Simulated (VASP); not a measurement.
Here is the system:

```
WC
1.0
    1.45410    -2.51857     0.00000
    1.45410     2.51857     0.00000
    0.00000     0.00000     2.83825
W C
1 1
Direct
  0.00000   0.00000   0.00000
  0.33333   0.66667   0.50000
```

These are vdW-DF-cx, VASP's PBE PAW potentials (set 64) (plane waves; VASP) values and carry that method's errors. Run with 520 eV cut-off, Gaussian smearing of 0.050 eV, potentials W_sv C.

Task: Give the energies of bands 6 to 12 at the high-symmetry points, in eV from the Fermi level.

Result: 
```
band      Γ      M      K      A      L      H
----  -----  -----  -----  -----  -----  -----
6     -4.26  -6.96  -6.50  -8.58  -6.38  -7.14
7     -3.28  -3.56  -4.50  -1.96  -4.25  -5.32
8     -3.28  -3.52  -3.39  -1.96  -4.11  -1.54
9      0.16  -0.39   0.65  -0.55   0.33  -0.63
10     3.25   2.37   1.02  -0.55   4.44   4.41
11     3.25   4.54   2.09   3.69   5.31   6.42
12     5.67   4.91   3.26   4.57   6.68   7.61
```

It has no gap at this level: it comes out as a metal or semimetal.

The compound is WC in the wc structure. It was relaxed first.
